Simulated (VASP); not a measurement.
Data:

```xyz
6
Lattice="4.3732 0.0000 0.0000 0.0000 4.3732 0.0000 0.0000 0.0000 2.8337" Properties=species:S:1:pos:R:3 pbc="T T T"
Mn     0.0000     4.3732     0.0000
Mn     2.1866     2.1866     1.4169
O      1.3272     1.3272     0.0000
O      3.5138     0.8594     1.4169
O      0.8594     3.5138     1.4169
O      3.0459     3.0459     0.0000
```
Starting moments (μB, in the order of the record's atoms Mn Mn O O O O): 2.4 -2.4 0.0 0.0 0.0 0.0.

Calculation: PBEsol GGA, VASP's PBE PAW potentials (set 64) (plane waves; VASP). Settings: 520 eV cut-off, 8×8×12 Γ-centred mesh, tetrahedra with Blöchl corrections, potentials Mn_pv O.

The cores are frozen, which limits the accuracy of field gradients.

**Question.** Give the principal components of the electric field gradient (V/Å²) and the asymmetry η at each nucleus.

**Answer.** 
```json
[
 {"atom": "Mn1", "Vxx": "-5.4", "Vyy": "-3.4", "Vzz": "8.7", "η": "0.23"},
 {"atom": "Mn2", "Vxx": "-5.4", "Vyy": "-3.4", "Vzz": "8.7", "η": "0.23"},
 {"atom": "O3", "Vxx": "60.2", "Vyy": "24.6", "Vzz": "-84.9", "η": "0.42"},
 {"atom": "O4", "Vxx": "60.2", "Vyy": "24.6", "Vzz": "-84.9", "η": "0.42"},
 {"atom": "O5", "Vxx": "60.2", "Vyy": "24.6", "Vzz": "-84.9", "η": "0.42"},
 {"atom": "O6", "Vxx": "60.2", "Vyy": "24.6", "Vzz": "-84.9", "η": "0.42"}
]
```

The compound is MnO2 in the rutile structure. It was relaxed first.
